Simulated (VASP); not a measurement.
# Sc: stress against strain

Sc (hcp, P6_3/mmc, 23.630 Å³/atom and stress up to 0.14 GPa in the relaxed cell, c along z) under a strain ε along c (axis z), the other axes held. PBEsol in VASP (plane waves, PAW), 480 eV, 18×18×8 Γ-centred mesh, Methfessel-Paxton smearing 0.10 eV; ions are relaxed, or left where forces stay under 0.02 eV/Å, within the symmetry of each cell. Against the start cell, which lies near the measured one, the relaxed cell differs by -5.5 % in volume and -3.6 % in c; the values below rest on it. Stress is positive for a compressed cell.

Here s stands for strain and y for stress zz.

```
strain (%)  stress zz (GPa)
----------  ---------------
-3.00                     ?
-1.50                  1.55
-1.00                  0.97
-0.50                  0.41
0.00                  -0.14
0.50                  -0.66
1.00                  -1.16
1.50                  -1.64
```

Fit y of the 7 rows that show it with a straight line. Means: s 0, y -0.096. About the means, the sum of products is -7.4500 and the sum of squares of s is 7.0000; the slope is their ratio. Least squares gives y = -0.096 - 1.0643·s. Residuals (row less fit): 0.050, 0.002, -0.026, -0.044, -0.032, 0.000, 0.052; standard error 0.042 (degrees of freedom: 5). The slope gives the elastic constant C33 = about 110 GPa.

Task: Predict the withheld y at s = -3.00 from the fit, and compare with the calculation.

Result: y = -0.096 - 1.0643 × (-3.0) = 3.097 GPa. The calculation gives 3.34 GPa, 0.243 GPa above the prediction (4.9 % of the range of y in the table). The row lies outside the fitted rows, so this is an extrapolation. From the scatter of the fitted rows alone, a prediction at this place has a standard error of 0.066 GPa, so the miss is 3.7 times that.

A polynomial of degree 2 through the 12 other runs of the series gives 3.36 there, so most of the miss is curvature that the fit leaves out. In a metal these values are sensitive to mesh and smearing; energies are taken to zero smearing, stresses follow the free energy. The runs aren't spin-polarised. Rows are the converged runs of the series near zero and its far end, less any whose ions stayed unrelaxed beside relaxed ones; series whose fitted rows scatter by over a few per cent of the range, as at a crossing or softening among them, aren't shown in this form. Most that stay on the fit to the last digits aren't either.
